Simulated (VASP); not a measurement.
Consider the following.

```
CELL_PARAMETERS angstrom
      0.00000     2.55422     2.55422
      2.55422     0.00000     2.55422
      2.55422     2.55422     0.00000
ATOMIC_POSITIONS crystal
  Hf 0.00000 0.00000 0.00000
  O  0.25000 0.25000 0.25000
  O  0.75000 0.75000 0.75000
```

All values below come from TPSS meta-GGA, VASP's PBE PAW potentials (set 64) (plane waves; VASP). Settings: 520 eV cut-off, 8×8×8 Γ-centred mesh, Gaussian smearing of 0.050 eV, potentials Hf_pv O.

Question: Give the stress tensor in GPa (positive for a compressed cell).

Answer: 
```
-7.33   0.00   0.00
 0.00  -7.33   0.00
 0.00   0.00  -7.33
```
The pressure is its mean diagonal, -7.33 GPa.

The compound is HfO2 in the fluorite structure, the high-temperature cubic form, which is unstable at 0 K; the monoclinic form is the stable one. This cell is one point of a volume scan, at 1.03 of the reference volume.
